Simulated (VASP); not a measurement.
# Rb2In under changes of volume

One of the cells (65.184 Å³/atom); the others are scaled copies at fixed shape and fractional positions:

```
Rb In
1.0
     0.00000    4.60693    4.60693
     4.60693    0.00000    4.60693
     4.60693    4.60693    0.00000
Rb In
2 1
Direct
  0.25000 0.25000 0.25000
  0.75000 0.75000 0.75000
  0.00000 0.00000 0.00000
```

The cell was built by a generator and needn't be a form met in nature.

```yaml
Program: VASP 6.6.1
Functional: PBE
Potentials_or_basis: VASP PAW PBE potentials, release 64 (Rb_sv, In_d)
Cutoff: 520 eV
k_mesh: 5 × 5 × 5
Occupations: fermi-dirac, width 0.05 eV
Spin: no spin polarisation
```

```csv
volume (Å³/atom),energy over the lowest point (meV/atom),pressure (GPa)
60.072,5.15,0.4
61.350,?,?
62.628,0.55,0.1
65.184,0.00,-0.1
66.462,1.00,-0.2
67.741,2.73,-0.3
```

Q: What does the run at 61.350 Å³/atom give?

A: Energy over the lowest point 2.30 meV/atom; pressure 0.3 GPa.

Worked out: A Birch-Murnaghan fit of order 3 (a polynomial in V^(-2/3)) to the other rows has its minimum at 64.27 Å³/atom with B0 = V·E''(V) = 5.5 GPa and B' = 4.3. It gives 2.29 meV/atom at 61.350 Å³/atom, against the run's 2.30, and -dE/dV = 0.3 GPa, against 0.3.

Energies are extrapolated to zero smearing.
